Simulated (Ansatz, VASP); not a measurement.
# ZrSeBr in two plane-wave programs

One calculation is typed for both programs; each brings its own data sets. How far apart do they land? The cell is invented: other elements were put on sites of a known structure type. It may not be a known or stable phase. The cell is taken from a series of VASP runs on this material, whose earlier steps may have relaxed, scaled or displaced it; both programs get it as it stands. Valence electrons are named where the data sets of a main pair hold unlike numbers.

Main program and level: Ansatz 0.2.0; plane waves, with VASP 6.6.1 beside it; zone-centre phonons at BLYP.

**1. The structure**

Symmetry: P-6m2, No. 187, hexagonal system. Conventional cell: a = 5.076 Å, b = 5.076 Å, c = 3.212 Å, α = 90.00°, β = 90.00°, γ = 120.00°. Nearest to Zr lie 2 Zr at 3.21 Å and 6 Se at 3.34 Å and 6 Br at 3.34 Å. Se has 3 Br at 2.93 Å and 6 Zr at 3.34 Å nearest. Br has 3 Se at 2.93 Å and 6 Zr at 3.34 Å nearest. Farther neighbours and most contacts between anions are not listed.

Structure file:

```
Zr Se Br
1.0
     5.07601    0.00000    0.00000
    -2.53800    4.39595    0.00000
     0.00000    0.00000    3.21211
Zr Se Br
1 1 1
Direct
  0.00000 0.00000 0.50000
  0.33333 0.66667 0.00000
  0.66667 0.33333 0.00000
```

**2. VASP: zone-centre phonons, BLYP**

Second derivatives magnify differences that forces hide, and they need a tight electronic threshold.

Lines of VASP's logs that name or quote its potential files are left out, and so is its time.

INCAR reads:

```
SYSTEM = ZrSeBr
PREC = Accurate
ENCUT = 400
EDIFF = 1E-08
NELM = 100
ISMEAR = 1
SIGMA = 0.2
LREAL = .FALSE.
ALGO = Normal
GGA = B5
ALDAX = 1
AGGAX = 1
AGGAC = 1
ALDAC = 0
NBANDS = 18
LORBIT = 11
LWAVE = .FALSE.
LCHARG = .FALSE.
IBRION = 8
ISIF = 2
```

POSCAR reads:

```
ZrSeBr
1.0
    5.0760089739      0.0000000000      0.0000000000
   -2.5380044870      4.3959527212      0.0000000000
    0.0000000000      0.0000000000      3.2121108523
Zr Se Br
1 1 1
Direct
    0.0000000000      0.0000000000      0.5000000000
    0.3333333300      0.6666666700      0.0000000000
    0.6666666700      0.3333333300      0.0000000000
```

KPOINTS reads:

```
Automatic mesh
0
Gamma
9 9 12
0 0 0
```

The projector-augmented-wave data sets are Zr_sv, Se and Br (PBE family, release 64).

On the command line:

```console
$ mpirun -np 1 vasp_std
```

Numbers of over 12 decimals in the logs are rounded to 6 here.

Output:

```text
[banner, memory and clock lines left out]
running    1 mpi-ranks, on    1 nodes
 distrk:  each k-point on    1 cores,    1 groups
 distr:  one band on    1 cores,    1 groups

 POSCAR found type information on POSCAR ZrSeBr
 POSCAR found :  3 types and       3 ions
|                                                                             |
|               ----> ADVICE to this user running VASP <----                  |
|                                                                             |
|     You enforced a specific xc type in the INCAR file but a different       |
|     [... a line on the potential file left out ...]
|     I HOPE YOU KNOW WHAT YOU ARE DOING!                                     |
|                                                                             |

 LDA part: xc-table for (Slater(with rela. corr.)+VWN5), standard interpolation
 POSCAR, INCAR and KPOINTS ok, starting setup
 FFT: planning ... GRIDC
 FFT: planning ... GRID_SOFT
 FFT: planning ... GRID
 WAVECAR not read
 entering main loop
       N       E                     dE             d eps       ncg     rms          rms(c)
DAV:   1     0.150753878427E+03    0.15075E+03   -0.10684E+04  3032   0.101E+03
DAV:   2    -0.248555457742E+01   -0.15324E+03   -0.15036E+03  3930   0.265E+02
DAV:   3    -0.135147360207E+02   -0.11029E+02   -0.10883E+02  5032   0.595E+01
DAV:   4    -0.137703736661E+02   -0.25564E+00   -0.25026E+00  3974   0.841E+00
DAV:   5    -0.137755620541E+02   -0.51884E-02   -0.51830E-02  4366   0.947E-01    0.102E+01
DAV:   6    -0.121160025782E+02    0.16596E+01   -0.13604E+01  3282   0.130E+01    0.609E+00
DAV:   7    -0.117678150869E+02    0.34819E+00   -0.27163E+00  3302   0.653E+00    0.372E+00
DAV:   8    -0.117772153484E+02   -0.94003E-02   -0.12328E+00  3230   0.437E+00    0.178E+00
DAV:   9    -0.116958714042E+02    0.81344E-01   -0.38282E-01  3244   0.234E+00    0.328E-01
DAV:  10    -0.116966697255E+02   -0.79832E-03   -0.97172E-03  3352   0.548E-01    0.191E-01
DAV:  11    -0.116966428498E+02    0.26876E-04   -0.54949E-04  3972   0.137E-01    0.906E-02
DAV:  12    -0.116965691844E+02    0.73665E-04   -0.52356E-04  3588   0.103E-01    0.191E-02
DAV:  13    -0.116965708722E+02   -0.16877E-05   -0.17232E-05  3640   0.253E-02    0.108E-02
DAV:  14    -0.116965716080E+02   -0.73585E-06   -0.11054E-05  3428   0.176E-02    0.430E-03
DAV:  15    -0.116965714242E+02    0.18380E-06   -0.34676E-06  3478   0.670E-03    0.244E-03
DAV:  16    -0.116965713819E+02    0.42297E-07   -0.58960E-07  3418   0.312E-03    0.605E-04
DAV:  17    -0.116965714236E+02   -0.41707E-07   -0.16234E-08  2452   0.865E-04    0.333E-04
DAV:  18    -0.116965714350E+02   -0.11356E-07   -0.27124E-09  1606   0.333E-04    0.128E-04
DAV:  19    -0.116965714328E+02    0.21644E-08   -0.68647E-10  1564   0.156E-04
   1 F= -.11696571E+02 E0= -.11694541E+02  d E =-.609174E-02
 Linear response reoptimize wavefunctions to high precision
DAV:   1    -0.116965714309E+02    0.18879E-08   -0.29286E-10  1682   0.765E-05
DAV:   2    -0.116965714310E+02   -0.32060E-10   -0.33716E-11  1562   0.318E-05
 Linear response DOF=           6
 Linear response progress:
  Degree of freedom:   1/  6
       N       E                     dE             d eps       ncg     rms          rms(c)
RMM:   1    -0.757341802791E+00   -0.75734E+00    0.16313E+00 11564   0.119E+01
RMM:   2    -0.733118191463E+00    0.24224E-01   -0.16574E-01 16594   0.236E+00    0.132E-01
RMM:   3    -0.735678472149E+00   -0.25603E-02   -0.27175E-02 17998   0.700E-01    0.749E-02
RMM:   4    -0.737715641029E+00   -0.20372E-02   -0.50376E-03 22344   0.234E-01    0.678E-02
RMM:   5    -0.737979986142E+00   -0.26435E-03   -0.58298E-04 21225   0.913E-02    0.248E-02
RMM:   6    -0.737913444707E+00    0.66541E-04   -0.76842E-05 22134   0.430E-02    0.807E-03
RMM:   7    -0.737890063017E+00    0.23382E-04   -0.10409E-05 22530   0.159E-02    0.330E-03
RMM:   8    -0.737862937788E+00    0.27125E-04   -0.74825E-06 23588   0.114E-02    0.415E-03
RMM:   9    -0.737879869220E+00   -0.16931E-04   -0.21263E-06 21899   0.490E-03    0.100E-03
RMM:  10    -0.737888890677E+00   -0.90215E-05    0.13407E-07 24053   0.269E-03    0.278E-04
RMM:  11    -0.737886222317E+00    0.26684E-05   -0.14762E-07 23774   0.138E-03    0.488E-05
RMM:  12    -0.737885866828E+00    0.35549E-06    0.48908E-08 26200   0.754E-04    0.157E-05
RMM:  13    -0.737886056334E+00   -0.18951E-06   -0.59351E-08 26972   0.443E-04    0.687E-06
RMM:  14    -0.737886152292E+00   -0.95957E-07   -0.17693E-08 26613   0.284E-04    0.348E-06
RMM:  15    -0.737886143350E+00    0.89416E-08   -0.51165E-08 26216   0.197E-04    0.281E-06
 first order change of Fermi-energy   0.31736E-03
 force on displaced ion       1 direction 1 :   3.166   0.005   0.000
 Linear response progress:
  Degree of freedom:   2/  6
       N       E                     dE             d eps       ncg     rms          rms(c)
RMM:   1    -0.627467362610E+00   -0.62747E+00    0.33788E+00  4900   0.128E+01
RMM:   2    -0.589112148943E+00    0.38355E-01   -0.24702E-01  6746   0.246E+00    0.196E-01
RMM:   3    -0.588771617984E+00    0.34053E-03   -0.37042E-02  7580   0.805E-01    0.887E-02
RMM:   4    -0.590058496081E+00   -0.12869E-02   -0.62107E-03  9111   0.271E-01    0.579E-02
[...]
RMM:   5    -0.915673943894E-01    0.52321E-04   -0.28261E-05 20763   0.197E-02    0.473E-03
RMM:   6    -0.915943780017E-01   -0.26984E-04   -0.12665E-05 21006   0.974E-03    0.202E-03
RMM:   7    -0.916024732748E-01   -0.80953E-05   -0.37262E-06 22767   0.430E-03    0.119E-03
RMM:   8    -0.916098783620E-01   -0.74051E-05   -0.15929E-07 20031   0.254E-03    0.310E-04
RMM:   9    -0.916094297892E-01    0.44857E-06    0.11311E-06 24069   0.110E-03    0.915E-05
RMM:  10    -0.916102073618E-01   -0.77757E-06    0.34149E-07 22906   0.504E-04    0.232E-05
RMM:  11    -0.916101719842E-01    0.35378E-07    0.23651E-07 24792   0.236E-04    0.160E-05
RMM:  12    -0.916101390223E-01    0.32962E-07    0.20144E-08 24247   0.115E-04    0.644E-06
RMM:  13    -0.916101384204E-01    0.60192E-09    0.26092E-08 24749   0.597E-05    0.245E-06
 first order change of Fermi-energy  -0.24058E-03
 force on displaced ion       2 direction 1 :  -3.671   0.001   0.000
 Linear response progress:
  Degree of freedom:   4/  6
       N       E                     dE             d eps       ncg     rms          rms(c)
RMM:   1    -0.746451554973E-01   -0.74645E-01    0.24104E-02  8620   0.107E+00
RMM:   2    -0.743784884947E-01    0.26667E-03   -0.51766E-03  7785   0.241E-01    0.555E-02
RMM:   3    -0.748031493491E-01   -0.42466E-03   -0.48949E-04  7708   0.685E-02    0.369E-02
RMM:   4    -0.755832322124E-01   -0.78008E-03   -0.10690E-04  7037   0.561E-02    0.589E-03
RMM:   5    -0.755400482897E-01    0.43184E-04   -0.19634E-05  8436   0.167E-02    0.440E-03
RMM:   6    -0.755418758310E-01   -0.18275E-05   -0.33355E-06  8077   0.728E-03    0.237E-03
RMM:   7    -0.755776947512E-01   -0.35819E-04   -0.13657E-06  7547   0.492E-03    0.830E-04
RMM:   8    -0.755746853123E-01    0.30094E-05   -0.91501E-07  8740   0.200E-03    0.161E-04
RMM:   9    -0.755761531579E-01   -0.14678E-05    0.61833E-07  8778   0.892E-04    0.517E-05
RMM:  10    -0.755760294271E-01    0.12373E-06   -0.33190E-08  9378   0.384E-04    0.324E-05
RMM:  11    -0.755762008614E-01   -0.17143E-06    0.43086E-07  9642   0.174E-04    0.121E-05
RMM:  12    -0.755761903525E-01    0.10509E-07    0.90082E-09  9111   0.919E-05    0.398E-06
RMM:  13    -0.755761844639E-01    0.58886E-08    0.10219E-07  9729   0.501E-05    0.266E-06
RMM:  14    -0.755761575040E-01    0.26960E-07   -0.20023E-09  9051   0.302E-05    0.664E-07
RMM:  15    -0.755761195579E-01    0.37946E-07    0.24616E-08  8234   0.209E-05    0.379E-07
RMM:  16    -0.755761310153E-01   -0.11457E-07    0.19425E-09  6130   0.164E-05    0.307E-07
RMM:  17    -0.755761505224E-01   -0.19507E-07    0.42761E-10  5982   0.145E-05    0.357E-07
RMM:  18    -0.755761170790E-01    0.33443E-07    0.50002E-08  4555   0.134E-05    0.268E-07
RMM:  19    -0.755760719979E-01    0.45081E-07    0.24792E-08  3491   0.130E-05    0.841E-08
 first order change of Fermi-energy  -0.12959E-02
 force on displaced ion       2 direction 3 :  -0.000  -0.000   4.377
 Linear response progress:
  Degree of freedom:   5/  6
       N       E                     dE             d eps       ncg     rms          rms(c)
RMM:   1    -0.154548876103E+00   -0.15455E+00    0.69720E-02 24165   0.161E+00
RMM:   2    -0.151134321542E+00    0.34146E-02   -0.60998E-03 18676   0.368E-01    0.773E-02
RMM:   3    -0.151583154826E+00   -0.44883E-03   -0.51942E-04 19632   0.931E-02    0.431E-02
RMM:   4    -0.152237738994E+00   -0.65458E-03   -0.96986E-05 18520   0.524E-02    0.748E-03
RMM:   5    -0.152280237870E+00   -0.42499E-04   -0.17085E-05 22446   0.165E-02    0.444E-03
RMM:   6    -0.152328196304E+00   -0.47958E-04   -0.12088E-06 19102   0.963E-03    0.939E-04
RMM:   7    -0.152334900569E+00   -0.67043E-05   -0.72164E-06 22926   0.392E-03    0.597E-04
RMM:   8    -0.152342165657E+00   -0.72651E-05    0.28669E-06 22174   0.189E-03    0.162E-04
RMM:   9    -0.152340671365E+00    0.14943E-05    0.22923E-07 23845   0.823E-04    0.664E-05
RMM:  10    -0.152340938989E+00   -0.26762E-06    0.15707E-06 23681   0.377E-04    0.342E-05
RMM:  11    -0.152340935930E+00    0.30587E-08    0.50697E-07 23321   0.184E-04    0.166E-05
RMM:  12    -0.152340894545E+00    0.41385E-07    0.58042E-07 23217   0.962E-05    0.816E-06
RMM:  13    -0.152340876519E+00    0.18027E-07    0.33863E-08 24464   0.513E-05    0.283E-06
RMM:  14    -0.152340890775E+00   -0.14256E-07    0.92789E-08 24069   0.299E-05    0.114E-06
RMM:  15    -0.152340829526E+00    0.61249E-07   -0.68119E-09 22732   0.198E-05    0.842E-07
RMM:  16    -0.152340853638E+00   -0.24112E-07   -0.63901E-10 18571   0.148E-05    0.504E-07
RMM:  17    -0.152340771297E+00    0.82341E-07   -0.11842E-08 15325   0.125E-05    0.400E-07
RMM:  18    -0.152340839500E+00   -0.68203E-07    0.53416E-08 12345   0.113E-05    0.421E-07
RMM:  19    -0.152340831859E+00    0.76412E-08   -0.15501E-09 10652   0.107E-05    0.372E-07
 first order change of Fermi-energy  -0.62019E-04
 force on displaced ion       3 direction 1 :  -4.095  -0.002   0.000
 Linear response progress:
  Degree of freedom:   6/  6
       N       E                     dE             d eps       ncg     rms          rms(c)
RMM:   1    -0.129920653236E+00   -0.12992E+00    0.45375E-02  8724   0.151E+00
RMM:   2    -0.129277564855E+00    0.64309E-03   -0.65034E-03  7831   0.294E-01    0.542E-02
RMM:   3    -0.129990601653E+00   -0.71304E-03   -0.56617E-04  7874   0.742E-02    0.359E-02
RMM:   4    -0.131252751234E+00   -0.12621E-02   -0.99833E-05  7119   0.582E-02    0.421E-03
RMM:   5    -0.131159354151E+00    0.93397E-04   -0.20140E-05  8784   0.161E-02    0.294E-03
RMM:   6    -0.131206090475E+00   -0.46736E-04   -0.30833E-06  7900   0.857E-03    0.729E-04
RMM:   7    -0.131203506974E+00    0.25835E-05   -0.26127E-06  9011   0.330E-03    0.679E-04
RMM:   8    -0.131203174658E+00    0.33232E-06    0.86716E-07  8595   0.154E-03    0.379E-04
RMM:   9    -0.131209490316E+00   -0.63157E-05    0.60656E-07  8239   0.952E-04    0.673E-05
RMM:  10    -0.131209975335E+00   -0.48502E-06    0.99241E-07  9310   0.378E-04    0.321E-05
RMM:  11    -0.131209971710E+00    0.36248E-08    0.55802E-07  9314   0.178E-04    0.983E-06
RMM:  12    -0.131209824750E+00    0.14696E-06    0.32579E-07  9834   0.869E-05    0.580E-06
RMM:  13    -0.131209763328E+00    0.61422E-07    0.81052E-08  9577   0.458E-05    0.225E-06
RMM:  14    -0.131209757609E+00    0.57192E-08    0.45471E-08  9304   0.274E-05    0.768E-07
 first order change of Fermi-energy   0.17922E-02
 force on displaced ion       3 direction 3 :  -0.000   0.000   4.546
 Linear response finished
```

From OUTCAR (step 2):

```text
ion  position               nearest neighbor table
   1  0.000  0.000  0.500-   2 3.34   3 3.34   2 3.34   3 3.34   2 3.34   2 3.34   3 3.34   3 3.34
                             3 3.34   3 3.34   2 3.34   2 3.34
   2  0.333  0.667  0.000-   1 3.34   1 3.34   1 3.34   1 3.34   1 3.34   1 3.34
   3  0.667  0.333  0.000-   1 3.34   1 3.34   1 3.34   1 3.34   1 3.34   1 3.34

  LATTYP: Found a hexagonal cell.
 ALAT       =     5.0760089739
 C/A-ratio  =     0.6328024377

 Subroutine GETGRP returns: Found 12 space group operations
 (whereof 12 operations were pure point group operations)

The static configuration has the point symmetry D_3h.

 Found     84 irreducible k-points:

   k-points           NKPTS =     84   k-points in BZ     NKDIM =     84   number of bands    NBANDS=     18

   dimension x,y,z NGX =    36 NGY =   36 NGZ =   24
   dimension x,y,z NGXF=    72 NGYF=   72 NGZF=   48

   ENCUT  =  400.0 eV  29.40 Ry    5.42 a.u.   8.28  8.28  5.24*2*pi/ulx,y,z

   NELECT =      25.0000    total number of electrons

 k-points in reciprocal lattice and weights: Automatic mesh
   0.00000000  0.00000000  0.00000000       0.001
   0.11111111  0.00000000  0.00000000       0.006
   0.22222222  0.00000000  0.00000000       0.006
   0.33333333  0.00000000  0.00000000       0.006
   0.44444444  0.00000000  0.00000000       0.006
   0.11111111  0.11111111  0.00000000       0.006
   0.22222222  0.11111111  0.00000000       0.012
   0.33333333  0.11111111  0.00000000       0.012
   0.44444444  0.11111111  0.00000000       0.006
[...]
0.33333333  0.22222222  0.50000000       0.012
   0.33333333  0.33333333  0.50000000       0.002

 average (electrostatic) potential at core
       1 -78.9653       2 -51.9576       3 -59.6700

  Total        0.0498402      0.0498402      0.4488866     -0.0000000      0.0000000     -0.0000000
  in kB        1.1140997      1.1140997     10.0341671     -0.0000000      0.0000000     -0.0000000
  external PRESSURE =       4.0874555 kB  Pullay stress =       0.0000000 kB

  energy-cutoff  :      400.00
  volume of cell :       71.67
      direct lattice vectors                 reciprocal lattice vectors
     5.076008974  0.000000000  0.000000000     0.197005168  0.113740987  0.000000000
    -2.538004487  4.395952721  0.000000000     0.000000000  0.227481973  0.000000000
     0.000000000  0.000000000  3.212110852     0.000000000  0.000000000  0.311321759

 POSITION                                       TOTAL-FORCE (eV/Angst)
 -----------------------------------------------------------------------------------
      0.00000      0.00000      1.60606         0.000000     -0.000000      0.000000
     -0.00000      2.93064      0.00000         0.000000      0.000000      0.000000
      2.53800      1.46532      0.00000        -0.000000      0.000000      0.000000
 -----------------------------------------------------------------------------------
    total drift:                               -0.000007      0.000004      0.000000

 Eigenvectors and eigenvalues of the dynamical matrix
 ----------------------------------------------------

   1 f  =    5.364802 THz    33.708042 2PiTHz  178.950516 cm-1    22.187026 meV
             X         Y         Z           dx          dy          dz
      0.000000  0.000000  1.606055     0.018900   -0.009811   -0.000000
     -0.000000  2.930635  0.000000     0.619103   -0.321380    0.000000
      2.538005  1.465318  0.000000    -0.635676    0.329983   -0.000000

   2 f  =    5.364802 THz    33.708042 2PiTHz  178.950516 cm-1    22.187026 meV
             X         Y         Z           dx          dy          dz
      0.000000  0.000000  1.606055    -0.009811   -0.018900    0.000000
     -0.000000  2.930635  0.000000    -0.321380   -0.619103   -0.000000
      2.538005  1.465318  0.000000     0.329983    0.635676   -0.000000

   3 f  =    0.003049 THz     0.019158 2PiTHz    0.101709 cm-1     0.012610 meV
             X         Y         Z           dx          dy          dz
      0.000000  0.000000  1.606055    -0.000000   -0.000000    0.603350
     -0.000000  2.930635  0.000000    -0.000000   -0.000000    0.562391
      2.538005  1.465318  0.000000    -0.000000   -0.000000    0.565407

   4 f  =    0.001325 THz     0.008326 2PiTHz    0.044200 cm-1     0.005480 meV
             X         Y         Z           dx          dy          dz
      0.000000  0.000000  1.606055     0.137817    0.587727    0.000000
     -0.000000  2.930635  0.000000     0.128323    0.547236    0.000000
      2.538005  1.465318  0.000000     0.129075    0.550444    0.000000

   5 f  =    0.001325 THz     0.008326 2PiTHz    0.044200 cm-1     0.005480 meV
             X         Y         Z           dx          dy          dz
      0.000000  0.000000  1.606055    -0.587727    0.137817   -0.000000
     -0.000000  2.930635  0.000000    -0.547236    0.128323   -0.000000
      2.538005  1.465318  0.000000    -0.550444    0.129075   -0.000000

   6 f/i=    3.657288 THz    22.979420 2PiTHz  121.994005 cm-1    15.125322 meV
             X         Y         Z           dx          dy          dz
      0.000000  0.000000  1.606055     0.367164    0.707333    0.000000
     -0.000000  2.930635  0.000000    -0.204741   -0.394428   -0.000000
      2.538005  1.465318  0.000000    -0.188486   -0.363114   -0.000000

   7 f/i=    3.657288 THz    22.979420 2PiTHz  121.994005 cm-1    15.125322 meV
             X         Y         Z           dx          dy          dz
      0.000000  0.000000  1.606055     0.707333   -0.367164    0.000000
     -0.000000  2.930635  0.000000    -0.394428    0.204741   -0.000000
      2.538005  1.465318  0.000000    -0.363114    0.188486   -0.000000

   8 f/i=    3.738908 THz    23.492250 2PiTHz  124.716537 cm-1    15.462873 meV
             X         Y         Z           dx          dy          dz
      0.000000  0.000000  1.606055     0.000000   -0.000000   -0.796686
     -0.000000  2.930635  0.000000    -0.000000    0.000000    0.456628
      2.538005  1.465318  0.000000    -0.000000    0.000000    0.395957

   9 f/i=    4.730127 THz    29.720267 2PiTHz  157.780067 cm-1    19.562226 meV
             X         Y         Z           dx          dy          dz
      0.000000  0.000000  1.606055    -0.000000    0.000000   -0.035498
     -0.000000  2.930635  0.000000     0.000000   -0.000000   -0.689353
      2.538005  1.465318  0.000000     0.000000   -0.000000    0.723556

 ELASTIC MODULI CONTR FROM IONIC RELAXATION (kBar)
 Direction    XX          YY          ZZ          XY          YZ          ZX
 --------------------------------------------------------------------------------
 XX        -714.7114    714.7114      0.0000      0.0000     -0.0000      0.0000
 YY         714.7114   -714.7114     -0.0000      0.0000      0.0000     -0.0000
 ZZ           0.0000     -0.0000     -0.0000      0.0000      0.0000     -0.0000
 XY           0.0000      0.0000      0.0000   -714.7114     -0.0000      0.0000
 YZ          -0.0000      0.0000      0.0000     -0.0000     -0.0000      0.0000
 ZX           0.0000     -0.0000     -0.0000      0.0000      0.0000     -0.0000
 --------------------------------------------------------------------------------
```

This run has no spin polarisation. Its electron count is odd, so without a moment it is a metal by construction. Energies printed during the response cycles are not total energies of the cell. The PAW data sets were made with PBE, which is usual practice but a small mismatch for other functionals.

(Continued in part 2 of 2.)

[Lines on the potential files, build, host, timing and source positions are cut from VASP's logs without a mark.]

[Logs are printed without paths, hosts, clocks, repeated set-up lines and the standing remarks that a program may print on its own settings, such as how far it seeks lower states.]

[Hosts, paths, dates, database ids (printed as entryN), source tags and the programs' standing remarks are cut or masked in the printed files.]
